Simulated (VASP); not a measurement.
Calculation: PBE GGA with D3 dispersion (zero damping), VASP's PBE PAW potentials (set 64) (plane waves; VASP 6.6.1).

VASP ran on this input.

KPOINTS:
```
Automatic mesh
0
Gamma
9 9 9
0 0 0
```

POSCAR:
```
Ni3Al
1
    3.5913013397     0.0000000000     0.0000000000
    0.0000000000     3.5913013397     0.0000000000
    0.0000000000     0.0000000000     3.5913013397
Al Ni
1 3
Direct
  0.0000000000   0.0000000000   0.0000000000
  0.0000000000   0.5000000000   0.5000000000
  0.5000000000   0.0000000000   0.5000000000
  0.5000000000   0.5000000000   0.0000000000
```

**INCAR**
```
SIGMA  =  0.1   # width (eV)
ALGO  =  Normal
NELM  =  100   # most electronic steps
GGA  =  PE
IVDW  =  11   # D3, zero damping
ISMEAR  =  1   # Methfessel-Paxton
ISIF  =  2   # forces and stress, cell fixed
LCHARG  =  .FALSE.
EDIFF  =  1E-7   # SCF stop (eV)
LREAL  =  .FALSE.
ENCUT  =  520
ISPIN  =  2   # spin-polarised
LWAVE  =  .FALSE.
LORBIT  =  10
MAGMOM  =  -0.0 0.3 0.3 0.3
PREC  =  Accurate
LASPH  =  .TRUE.   # aspherical one-centre terms
SYSTEM  =  Ni3Al
LMAXMIX  =  4   # l cut-off of mixed one-centre charges
```

POTCAR, in this order: Al Ni (PBE.64 set). Program: vasp_std.

### Question
Estimate the energy per atom (σ→0), cell moment, dispersion energy, pressure, band gap (on the k-mesh).

### Answer

```
Quantity                                                     Value
------------------------  ----------------------------------------
energy per atom (σ→0)                               -5.839 eV/atom
cell moment                                                0.73 μB
dispersion energy                                        -1.471 eV
band gap (on the k-mesh)  none (metal, semimetal or under 0.01 eV)
pressure                                                 -9.89 GPa
```

### OSZICAR
```
...
DAV:  12    -0.218870475502E+02   -0.37156E-03   -0.10106E-03  3292   0.575E-01    0.612E-02
DAV:  13    -0.218870351847E+02    0.12366E-04   -0.49862E-05  3316   0.902E-02    0.292E-02
DAV:  14    -0.218870391480E+02   -0.39633E-05   -0.63800E-06  3004   0.367E-02    0.135E-02
DAV:  15    -0.218870392059E+02   -0.57890E-07   -0.18612E-06  3324   0.165E-02    0.629E-03
DAV:  16    -0.218870388975E+02    0.30841E-06   -0.48439E-07  2844   0.968E-03    0.371E-03
DAV:  17    -0.218870386696E+02    0.22787E-06   -0.11939E-07  1588   0.718E-03    0.478E-04
DAV:  18    -0.218870386830E+02   -0.13410E-07   -0.25607E-08  1532   0.177E-03
   1 F= -.23357940E+02 E0= -.23357694E+02  d E =-.739378E-03  mag=     0.7311
```

The compound is Ni3Al in the L1_2 structure. This cell is one point of a volume scan, at 1.06 of the reference volume.
